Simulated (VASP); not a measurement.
# Ca2C (R-3m) in VASP: settings compared

One crystal, Ca2C, is run at these levels: r2SCAN, PBE; tasks: single point.

Program: VASP 6.6.1. These are calculated values, not measurements. Logs are shortened: lines on timing, memory, paths and dates and some standing lists are left out, and cuts for length are marked.

### Step 1. The cell of the first run

Symmetry: R-3m, No. 166, trigonal system. Conventional cell: a = 4.614 Å, b = 4.614 Å, c = 10.406 Å, α = 90.00°, β = 90.00°, γ = 120.00°. C (site symmetry -3m) has 8 Ca at 2.61 to 2.80 Å as nearest neighbours. Ca (site symmetry 3m) is surrounded by 4 C at 2.61 to 2.80 Å.

The cell was built by a generator and needn't be a form met in nature.

### Step 2. Single point, r2SCAN (epitaxial_111 strain +4.3%)

Input file POSCAR:

```
Ca2C
1.0
   -0.1723963973      3.0900871355      3.0900871355
    3.0900871355     -0.1723963973      3.0900871355
    3.0900871355      3.0900871355     -0.1723963973
C Ca
1 2
Direct
    0.0000000000      0.0000000000      0.0000000000
    0.2505749932      0.2505749932      0.2505749932
    0.7494250068      0.7494250068      0.7494250068
```

Input file INCAR.step1:

```
PREC = Accurate
ENCUT = 520
ISMEAR = 0
SIGMA = 0.01
LREAL = False
LASPH = True
NELM = 100
NBANDS = 19
GGA = PE
ALGO = Normal
EDIFF = 1E-4
LWAVE = True
LCHARG = False
```

Input file INCAR.step2:

```
PREC = Accurate
ENCUT = 520
EDIFF = 1E-6
ISMEAR = 0
SIGMA = 0.01
LREAL = False
LASPH = True
NELM = 100
ALGO = Normal
ISIF = 2
LWAVE = False
LCHARG = False
METAGGA = R2SCAN
LMIXTAU = True
NBANDS = 19
ISTART = 1
```

Input file KPOINTS:

```
regular mesh
0
Gamma
  8 8 8
```

Potentials or basis: VASP PAW PBE potentials, release 64 (C, Ca_sv).

Run with:

```bash
cat potpaw_PBE.64/C/POTCAR potpaw_PBE.64/Ca_sv/POTCAR > POTCAR
cp INCAR.step1 INCAR
mpirun -np 1 vasp_std > vasp.out
cp INCAR.step2 INCAR
mpirun -np 1 vasp_std > vasp.out
```

OUTCAR:

```text
PREC = Accurate
   ENCUT = 520
   EDIFF = 1E-6
   ISMEAR = 0
   LREAL = False
   LASPH = True
   NELM = 100
   ISIF = 2
   METAGGA = R2SCAN
   ISTART = 1

 ion  position               nearest neighbor table
   1  0.000  0.000  0.000-   2 2.61   3 2.61
   2  0.251  0.251  0.251-   1 2.61   3 3.17   3 3.17   3 3.17
   3  0.749  0.749  0.749-   1 2.61   2 3.17   2 3.17   2 3.17

  LATTYP: Found a trigonal (rhomboedric) cell.
 ALAT       =     4.3734422973
 COS(alpha) =     0.4435196227

  Lattice vectors:

 A1 = (  -0.1723963973,   3.0900871355,   3.0900871355)
 A2 = (   3.0900871355,  -0.1723963973,   3.0900871355)
 A3 = (   3.0900871355,   3.0900871355,  -0.1723963973)

Analysis of symmetry for initial positions (statically):
=====================================================================
 Subroutine PRICEL returns:
 Original cell was already a primitive cell.

 Routine SETGRP: Setting up the symmetry group for a
 trigonal (rhombohedral) supercell.

 Subroutine GETGRP returns: Found 12 space group operations
 (whereof 12 operations were pure point group operations)
 out of a pool of 12 trial point group operations.

The static configuration has the point symmetry D_3d.

Analysis of symmetry for dynamics (positions and initial velocities):
=====================================================================
 Subroutine PRICEL returns:
 Original cell was already a primitive cell.

 Routine SETGRP: Setting up the symmetry group for a
 trigonal (rhombohedral) supercell.

 Subroutine GETGRP returns: Found 12 space group operations
 (whereof 12 operations were pure point group operations)
 out of a pool of 12 trial point group operations.

The dynamic configuration has the point symmetry D_3d.

 Subroutine INISYM returns: Found 12 space group operations
 (whereof 12 operations are pure point group operations),
 and found     1 'primitive' translations

----------------------------------------------------------------------------------------

                                     Primitive cell

  volume of cell :      63.9456

  direct lattice vectors                    reciprocal lattice vectors
    -0.172396397  3.090087136  3.090087136    -0.148859673  0.157655284  0.157655284
     3.090087136 -0.172396397  3.090087136     0.157655284 -0.148859673  0.157655284
     3.090087136  3.090087136 -0.172396397     0.157655284  0.157655284 -0.148859673

  length of vectors
     4.373442297  4.373442297  4.373442297     0.268085023  0.268085023  0.268085023

  position of ions in fractional coordinates (direct lattice)
     0.000000000  0.000000000  0.000000000
     0.250574993  0.250574993  0.250574993
     0.749425007  0.749425007  0.749425007

  ion indices of the primitive-cell ions
   primitive index   ion index
                 1           1
                 2           2
                 3           3

----------------------------------------------------------------------------------------

 KPOINTS: regular mesh

Automatic generation of k-mesh.
 Grid dimensions read from file:
 generate k-points for:    8    8    8

 Generating k-lattice:

  Cartesian coordinates                     Fractional coordinates (reciprocal lattice)
    -0.018607459  0.019706910  0.019706910     0.125000000  0.000000000 -0.000000000
     0.019706910 -0.018607459  0.019706910     0.000000000  0.125000000 -0.000000000
     0.019706910  0.019706910 -0.018607459     0.000000000  0.000000000  0.125000000

  Length of vectors
     0.033510628  0.033510628  0.033510628

  Shift w.r.t. Gamma in fractional coordinates (k-lattice)
     0.000000000  0.000000000  0.000000000

 Subroutine IBZKPT returns following result:
 ===========================================

 Found     65 irreducible k-points:

 Following reciprocal coordinates:
            Coordinates               Weight
  0.000000  0.000000  0.000000      1.000000
  0.125000  0.000000 -0.000000      6.000000
  0.250000  0.000000 -0.000000      6.000000
  0.375000  0.000000  0.000000      6.000000
  0.500000  0.000000 -0.000000      3.000000
  0.125000  0.125000  0.000000      6.000000
[... 16 lines left out ...]
  0.250000  0.125000  0.125000      6.000000
  0.375000  0.125000  0.125000      6.000000
 [... further k-points ...]
   k-points           NKPTS =     65   k-points in BZ     NKDIM =     65   number of bands    NBANDS=     19
   number of dos      NEDOS =    301   number of ions     NIONS =      3
   total plane-waves  NPLWV =  46656
   dimension x,y,z NGX =    36 NGY =   36 NGZ =   36
   dimension x,y,z NGXF=    72 NGYF=   72 NGZF=   72
   ions per type =               1   2
   NGX,Y,Z   is equivalent  to a cutoff of  13.68, 13.68, 13.68 a.u.
   NGXF,Y,Z  is equivalent  to a cutoff of  27.37, 27.37, 27.37 a.u.
 SYSTEM =  unknown system
   PREC   = accura    normal or accurate (medium, high low for compatibility)
   ISTART =      1    job   : 0-new  1-cont  2-samecut
   ICHARG =      0    charge: 1-file 2-atom 10-const
   ISPIN  =      1    spin polarized calculation?
   LNONCOLLINEAR =      F non collinear calculations
   LSORBIT =      F    spin-orbit coupling
   LASPH  =      T    aspherical Exc in radial PAW
   ENCUT  =  520.0 eV  38.22 Ry    6.18 a.u.   8.13  8.13  8.13*2*pi/ulx,y,z
   NELM   =    100;   NELMIN=  2; NELMDL=  0     # of ELM steps
   EDIFF  = 0.1E-05   stopping-criterion for ELM
   LREAL  =      F    real-space projection
   EDIFFG = 0.1E-04   stopping-criterion for IOM
   NSW    =      0    number of steps for IOM
   IBRION =     -1    ionic relax: 0-MD 1-quasi-New 2-CG
   NFREE  =      0    steps in history (QN), initial steepest desc. (CG)
   ISIF   =      2    stress and relaxation
   ISYM   =      2    0-nonsym 1-usesym 2-fastsym
   POTIM  = 0.5000    time-step for ionic-motion
   TEBEG  =    0.0;   TEEND  =   0.0 temperature during run
   PSTRESS=    0.0 pullay stress
   NELECT =      24.0000    total number of electrons
   NUPDOWN=      -1.0000    fix difference up-down
   EMIN   =  10.00;   EMAX   =-10.00  energy-range for DOS
   EFERMI =   0.00;   METHOD = LEGACY
   ISMEAR =     0;   SIGMA  =   0.01  broadening in eV -4-tet -1-fermi 0-gaus
   EFERMI_NEDOS =   21; number of points for ismear=-14 and -15
   IALGO  =     38    algorithm
   IMIX   =      4    mixing-type and parameters
     AMIX     =   0.40;   BMIX     =  1.00
     AMIX_MAG =   1.60;   BMIX_MAG =  1.00
  volume/ion in A,a.u.               =      21.32       143.84
  Fermi-wavevector in a.u.,A,eV,Ry     =   1.180887  2.231553 18.973250  1.394495
  Thomas-Fermi vector in A             =   2.317171
   LORBIT       =      0    0 simple, 1 ext, 2 COOP (PROOUT), +10 PAW based schemes
   METAGGA = R2SCAN    functional components
   LHFCALC =     F    Hartree Fock is set to
   AEXX    =    0.0000 exact exchange contribution
   IVDW    =     0    specifies the selected vdW correction
   LEPSILON=     F    determine dielectric tensor
   LRPA    =     F    only Hartree local field effects (RPA)
 non-spin polarized calculation
 Gauss-broadening in eV      SIGMA  =   0.01
  energy-cutoff  :      520.00
  volume of cell :       63.95
 maximum number of plane-waves:      1738
 NGX is ok and might be reduce to    36
   NGX = 17   NGY = 17   NGZ = 17

 number of electron      24.0000001 magnetization

 Free energy of the ion-electron system (eV)
  ---------------------------------------------------
  ext. energy  EPLUGINS =         0.00000000
  ---------------------------------------------------
  free energy    TOTEN  =       -23.25748268 eV

  energy without entropy =      -23.25748268  energy(sigma->0) =      -23.25748268

 E-fermi :   3.1170     XC(G=0):  -9.7897

 val. band max:        3.0643709510   @ k =   0.5000   0.5000   0.0000
 cond. band min:       3.4269878962   @ k =   0.5000   0.5000   0.0000
 fundamental gap:      0.3626169452
 Fermi energy:         3.1169730338

 k-point     1 :       0.0000    0.0000    0.0000
  band No.  band energies     occupation
      1     -39.0670      2.00000
      2     -38.8918      2.00000
      3     -19.3697      2.00000
      4     -19.3697      2.00000
      5     -19.2722      2.00000
      6     -18.9626      2.00000
[... 11 lines left out ...]
     18       9.3811      0.00000
     19       9.7184      0.00000

 k-point     2 :       0.1250    0.0000   -0.0000
  band No.  band energies     occupation
      1     -39.0600      2.00000
      2     -38.8982      2.00000
      3     -19.3595      2.00000
      4     -19.3557      2.00000
      5     -19.2631      2.00000
      6     -18.9858      2.00000
[... 11 lines left out ...]
     18       9.0639      0.00000
     19       9.9699      0.00000

 k-point     3 :       0.2500    0.0000   -0.0000
  band No.  band energies     occupation
      1     -39.0404      2.00000
      2     -38.9166      2.00000
      3     -19.3294      2.00000
      4     -19.3150      2.00000
      5     -19.2354      2.00000
      6     -19.0481      2.00000
[... 11 lines left out ...]
     18       8.5894      0.00000
     19       9.0711      0.00000

 k-point     4 :       0.3750    0.0000    0.0000
  band No.  band energies     occupation
      1     -39.0114      2.00000
      2     -38.9444      2.00000
      3     -19.2803      2.00000
      4     -19.2528      2.00000
      5     -19.1900      2.00000
      6     -19.1296      2.00000
[... 11 lines left out ...]
     18       8.1732      0.00000
     19       8.2557      0.00000

 k-point     5 :       0.5000    0.0000   -0.0000
  band No.  band energies     occupation
      1     -38.9784      2.00000
      2     -38.9768      2.00000
      3     -19.2235      2.00000
      4     -19.1998      2.00000
      5     -19.1864      2.00000
      6     -19.1650      2.00000
[... 11 lines left out ...]
     18       7.7743      0.00000
     19       7.9364      0.00000

 k-point     6 :       0.1250    0.1250    0.0000
  band No.  band energies     occupation
      1     -39.0580      2.00000
      2     -38.8999      2.00000
      3     -19.3827      2.00000
      4     -19.3414      2.00000
      5     -19.2455      2.00000
      6     -19.0477      2.00000
[... 11 lines left out ...]
     18       8.9088      0.00000
     19       9.4303      0.00000

 k-point     7 :       0.2500    0.1250    0.0000
  band No.  band energies     occupation
      1     -39.0435      2.00000
      2     -38.9133      2.00000
      3     -19.3826      2.00000
      4     -19.3261      2.00000
      5     -19.1899      2.00000
      6     -19.1377      2.00000
[... 11 lines left out ...]
     18       8.5128      0.00000
     19       8.9025      0.00000

 k-point     8 :       0.3750    0.1250   -0.0000
  band No.  band energies     occupation
      1     -39.0190      2.00000
      2     -38.9365      2.00000
      3     -19.3569      2.00000
      4     -19.2927      2.00000
      5     -19.2307      2.00000
      6     -19.1196      2.00000
[... 256 lines left out ...]
 k-point    20 :      -0.3750    0.3750    0.0000
  band No.  band energies     occupation
      1     -38.9885      2.00000
      2     -38.9644      2.00000
      3     -19.5021      2.00000
      4     -19.3971      2.00000
      5     -19.3278      2.00000
      6     -18.9896      2.00000
[... 11 lines left out ...]
     18       8.1918      0.00000
     19       8.6835      0.00000

 k-point    21 :       0.5000    0.5000    0.0000
  band No.  band energies     occupation
      1     -39.0052      2.00000
      2     -38.9470      2.00000
      3     -19.5304      2.00000
      4     -19.4573      2.00000
      5     -19.3889      2.00000
      6     -18.9123      2.00000
[... 11 lines left out ...]
     18       8.3613      0.00000
     19       8.4348      0.00000

 k-point    22 :       0.1250    0.1250    0.1250
  band No.  band energies     occupation
      1     -39.0598      2.00000
      2     -38.8980      2.00000
      3     -19.3567      2.00000
      4     -19.3567      2.00000
      5     -19.2675      2.00000
      6     -18.9805      2.00000
[... 11 lines left out ...]
     18       8.9567      0.00000
     19       9.8813      0.00000

 k-point    23 :       0.2500    0.1250    0.1250
  band No.  band energies     occupation
      1     -39.0489      2.00000
      2     -38.9080      2.00000
      3     -19.3780      2.00000
      4     -19.3046      2.00000
      5     -19.2462      2.00000
      6     -19.0452      2.00000
[... 11 lines left out ...]
     18       9.1080      0.00000
     19       9.1266      0.00000

 k-point    24 :       0.3750    0.1250    0.1250
  band No.  band energies     occupation
      1     -39.0271      2.00000
      2     -38.9285      2.00000
      3     -19.3817      2.00000
      4     -19.2338      2.00000
      5     -19.2005      2.00000
      6     -19.1280      2.00000
[... 11 lines left out ...]
     18       8.1797      0.00000
     19       8.7384      0.00000

 [... further k-points ...]
[... 5 lines left out ...]
  --------------------------------------------------------------------------------------
  -------------------------------------------------------------------------------------
  Total       -0.6610971     -0.6610971     -0.6610971      0.4193373      0.4193373      0.4193373
  in kB      -16.5640037    -16.5640037    -16.5640037     10.5066335     10.5066335     10.5066335
  external PRESSURE =     -16.5640037 kB  Pullay stress =       0.0000000 kB

 VOLUME and BASIS-vectors are now :
 -----------------------------------------------------------------------------
  energy-cutoff  :      520.00
  volume of cell :       63.95
      direct lattice vectors                 reciprocal lattice vectors
    -0.172396397  3.090087136  3.090087136    -0.148859673  0.157655284  0.157655284
     3.090087136 -0.172396397  3.090087136     0.157655284 -0.148859673  0.157655284
     3.090087136  3.090087136 -0.172396397     0.157655284  0.157655284 -0.148859673

 POSITION                                       TOTAL-FORCE (eV/Angst)
 -----------------------------------------------------------------------------------
      0.00000      0.00000      0.00000        -0.000000      0.000000      0.000000
      1.50540      1.50540      1.50540         0.008815      0.008815      0.008815
      4.50238      4.50238      4.50238        -0.008815     -0.008815     -0.008815
 -----------------------------------------------------------------------------------
    total drift:                               -0.000000      0.000000     -0.000000

  FREE ENERGIE OF THE ION-ELECTRON SYSTEM (eV)
  ---------------------------------------------------
  free  energy   TOTEN  =       -23.2574826826 eV

  energy  without entropy=      -23.2574826826  energy(sigma->0) =      -23.25748268
```

It took 2.6 min on 1 thread of Intel Xeon 6975P-C (Granite Rapids), shared host; peak memory 0.26 GiB.

Results:

| Item | Value |
| --- | --- |
| Free energy | -23.2575 eV |
| Pressure | -1.7 GPa |
| Largest force | 0.015 eV/Å |
| Band gap on the k mesh | 0.36 eV, direct |

Forces on the atoms (eV/Å):
```
C    0.000  0.000  0.000
Ca   0.009  0.009  0.009
Ca  -0.009 -0.009 -0.009
```

Levels at points of the mesh, in eV from the valence-band top:
| k point | band 10 | band 11 | band 12 | band 13 | band 14 | band 15 |
| --- | --- | --- | --- | --- | --- | --- |
| (0.00, 0.00, 0.00) | -1.15 | -1.15 | -0.87 | 0.85 | 2.19 | 2.19 |
| (0.50, 0.00, 0.00) | -2.09 | -0.52 | -0.34 | 3.04 | 3.05 | 3.51 |
| (0.50, 0.50, 0.00) | -2.01 | -0.20 | 0.00 | 0.36 | 2.76 | 3.03 |
| (0.50, 0.50, 0.50) | -1.71 | -0.51 | -0.51 | 2.53 | 3.06 | 3.06 |

Caveat: the PAW data sets were made with another functional, which shifts forces and pressure a little. A k mesh can miss the band edges.

### Step 3. Single point, PBE (epitaxial_111 strain +4.3%)

Input file INCAR:

```
PREC = Accurate
ENCUT = 520
EDIFF = 1E-7
ISMEAR = -1
SIGMA = 0.02
LREAL = F
LASPH = T
NELM = 100
ALGO = Fast
ISIF = 2
LWAVE = F
LCHARG = F
GGA = PE
NBANDS = 19
```

Input file KPOINTS:

```
Automatic mesh
0
Gamma
  8 8 8
```

POSCAR is that of step 2.

Potentials or basis: VASP PAW PBE potentials, release 64 (C, Ca_sv).

Run with:

```bash
cat potpaw_PBE.64/C/POTCAR potpaw_PBE.64/Ca_sv/POTCAR > POTCAR
mpirun -np 1 vasp_std > vasp.out
```

Run time: 88 s. Hardware: 1 thread of Intel Xeon 6975P-C (Granite Rapids), shared host; peak memory 0.25 GiB.

It converged, with:

```yaml
Free_energy: -12.0320 eV
Pressure: -1.1 GPa
Band_gap_on_the_k_mesh: 0.17 eV, direct
```

Forces on the atoms (eV/Å):
```
C    0.000  0.000  0.000
Ca   0.002  0.002  0.002
Ca  -0.002 -0.002 -0.002
```

Stress tensor (GPa, compression positive):
```
-1.06  0.88  0.88
 0.88 -1.06  0.88
 0.88  0.88 -1.06
```

Levels at points of the mesh, in eV from the valence-band top:
| k point | band 9 | band 10 | band 11 | band 12 | band 13 | band 14 | band 15 | band 16 |
| --- | --- | --- | --- | --- | --- | --- | --- | --- |
| (0.00, 0.00, 0.00) | -8.36 | -1.12 | -1.12 | -0.86 | 0.55 | 1.84 | 1.84 | 5.44 |
| (0.50, 0.00, 0.00) | -7.81 | -2.08 | -0.50 | -0.33 | 2.70 | 2.71 | 3.14 | 3.63 |
| (0.50, 0.50, 0.00) | -7.65 | -2.04 | -0.19 | 0.00 | 0.17 | 2.31 | 2.61 | 4.59 |
| (0.50, 0.50, 0.50) | -7.73 | -1.72 | -0.50 | -0.50 | 2.21 | 2.70 | 2.70 | 3.85 |

### Step 4. Single point, PBE (epitaxial_xy strain -2.8%)

Input file INCAR:

```
SYSTEM = Ca2C
PREC = Accurate
ENCUT = 520
EDIFF = 1E-7
ISMEAR = -1
SIGMA = 0.02
LREAL = .FALSE.
LASPH = .TRUE.
NELM = 100
ALGO = Normal
ISIF = 2
LWAVE = .FALSE.
LCHARG = .TRUE.
GGA = PE
LELF = .TRUE.
LVHAR = .TRUE.
NBANDS = 19
```

Input file KPOINTS:

```
regular mesh
0
G
  8 8 8
  0 0 0
```

Input file POSCAR:

```
Ca2C
1.0
    0.0000000000      3.0400414738      3.1422679096
    3.0400414738      0.0000000000      3.1422679096
    3.0400414738      3.0400414738      0.0000000000
C Ca
1 2
Direct
    0.0000000000      0.0000000000      0.0000000000
    0.2500000000      0.2500000000      0.2500000000
    0.7500000000      0.7500000000      0.7500000000
```

Run with:

```bash
cat potpaw_PBE.64/C/POTCAR potpaw_PBE.64/Ca_sv/POTCAR > POTCAR
mpirun -np 1 vasp_std > vasp.out
```

It took 31 s on 1 thread of Intel Xeon 6975P-C (Granite Rapids), shared host; peak memory 0.22 GiB.

It converged, with:

```yaml
Free_energy: -11.9923 eV
Pressure: 4.2 GPa
Band_gap_on_the_k_mesh: none (metal or under the smearing width)
```

Stress tensor (GPa, compression positive):
```
5.76 0.00 0.00
0.00 5.76 0.00
0.00 0.00 1.10
```

Levels at points of the mesh, in eV from the Fermi level:
| k point | band 10 | band 11 | band 12 | band 13 | band 14 | band 15 |
| --- | --- | --- | --- | --- | --- | --- |
| (0.00, 0.00, 0.00) | -1.39 | -1.25 | -1.25 | 0.88 | 1.73 | 1.73 |
| (0.50, 0.00, 0.00) | -2.06 | -0.63 | -0.50 | 2.65 | 2.86 | 3.04 |
| (0.50, 0.50, 0.00) | -2.25 | -0.04 | -0.01 | -0.01 | 2.49 | 2.64 |
| (0.50, 0.00, 0.50) | -2.13 | -0.16 | -0.09 | 0.11 | 2.38 | 2.66 |

### Step 5. Summary

```tsv
level	cell	smearing	gap on the mesh (eV)	pressure (GPa)
r2SCAN	epitaxial_111 strain +4.3%	gaussian 0.01 eV	0.36	-1.7
PBE	epitaxial_111 strain +4.3%	fermi-dirac 0.02 eV	0.17	-1.1
PBE	epitaxial_xy strain -2.8%	fermi-dirac 0.02 eV	none	4.2
```

Alike in all rows: task single point; potentials or basis VASP PAW PBE potentials, release 64 (C, Ca_sv); no spin polarisation; k mesh 8 × 8 × 8; cutoff (eV) 520.

Caveats: the PAW data sets were made with another functional, which shifts forces and pressure a little (some runs).

Total energies depend on the potentials used, so only differences within one code and one set of settings carry meaning.
